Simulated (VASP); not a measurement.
Data:

```xyz
8
Lattice="-2.8625 2.8625 5.2796 2.8625 -2.8625 5.2796 2.8625 2.8625 -5.2796" Properties=species:S:1:pos:R:3 pbc="T T T"
Cd     0.0000     2.8625     2.6398
Cd     0.0000     0.0000     0.0000
Si     2.8625     0.0000     2.6398
Si     0.0000     0.0000     5.2796
P      1.4312     1.6973    -1.3199
P      1.4312     1.1652     3.9597
P      4.0277     1.4312     1.3199
P     -1.1652     1.4312     6.5995
```

Computed with PBE GGA, VASP's PBE PAW potentials (set 64) (plane waves; VASP). Numerical set-up: 400 eV cut-off, Gaussian smearing of 0.050 eV, potentials Cd Si P.

Q: Give the energies of bands 17 to 30 at the high-symmetry points, in eV from the valence-band maximum.

A: 
```tsv
band	Γ	X	P	N	M	S	R
17	-4.24	-4.55	-4.97	-4.16	-3.58	-4.04	-4.52
18	-4.24	-4.55	-4.97	-4.13	-3.58	-3.94	-4.52
19	-3.84	-3.40	-2.82	-3.72	-3.56	-3.85	-3.39
20	-3.65	-3.40	-2.82	-3.51	-3.56	-3.04	-3.39
21	-2.92	-1.75	-1.90	-2.73	-1.85	-3.02	-2.04
22	-1.87	-1.75	-1.90	-2.58	-1.85	-2.40	-2.04
23	-1.87	-0.87	-0.88	-1.74	-1.82	-1.83	-0.95
24	-0.26	-0.87	-0.88	-1.52	-1.82	-1.70	-0.95
25	-0.26	-0.42	-0.74	-0.86	-0.70	-0.78	-0.61
26	0.00	-0.42	-0.74	-0.48	-0.70	-0.17	-0.61
27	1.42	1.84	2.47	2.46	1.99	1.82	2.05
28	1.81	1.84	2.47	2.74	1.99	2.75	2.05
29	2.00	2.96	2.57	2.97	2.04	2.94	3.27
30	3.31	2.96	2.57	3.99	2.04	3.07	3.27
```

The gap is direct, 1.41 eV, from the valence maximum at Γ to the conduction minimum at Γ.

The structure was generated: CdSiP2 was put into the chalcopyrite type (I-42d), which need not be its known phase. It was relaxed first, which changed the volume by +9 %.
